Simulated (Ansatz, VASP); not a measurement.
**LaSc: changing the dispersion correction**

The cell as given:

It takes space group Pm-3m (No. 221, cubic). The conventional cell has a = 3.948 Å, b = 3.948 Å, c = 3.948 Å, α = 90.00°, β = 90.00°, γ = 90.00°. La (site symmetry m-3m) has 8 Sc at 3.42 Å as nearest neighbours. Sc (site symmetry m-3m) is surrounded by 8 La at 3.42 Å.

The cell comes from a database or a generator and needn't be the stable form of this composition.

Kept alike: task relaxation of cell and atoms; functional revPBE; k mesh 7 × 7 × 7; occupations fermi-dirac, width 0.05 eV; no spin polarisation. Program: Ansatz, Ansatz PAW, cutoff 420 eV. The mesh is that of the run's cell of 2 atoms. No spin-orbit coupling.

```csv
dispersion correction,volume (Å³/atom)
D3(BJ),28.310
D4,30.168
none,31.747
```

The relaxations keep at least the cell's symmetry (Pm-3m). For a metal such a mesh leaves the last digits unconverged. Relaxations stop with a little pressure left, so the last digits of a volume or edge aren't settled. All rows use potentials made for PBE.

Question: What does the dispersion correction change here?

Answer: The volume runs from 28.310 (D3(BJ)) to 31.747 Å³/atom (none). Against no correction: D3(BJ) -10.8 %; D4 -5.0 %. Dispersion terms mostly attract and so lower the volume; the schemes' coefficients and damping set how far. A twin series (VASP, PBE PAW files La, Sc_sv, 600 eV) moves it by +3.3651 between D3(BJ) and none, against +3.4370 Å³/atom here.
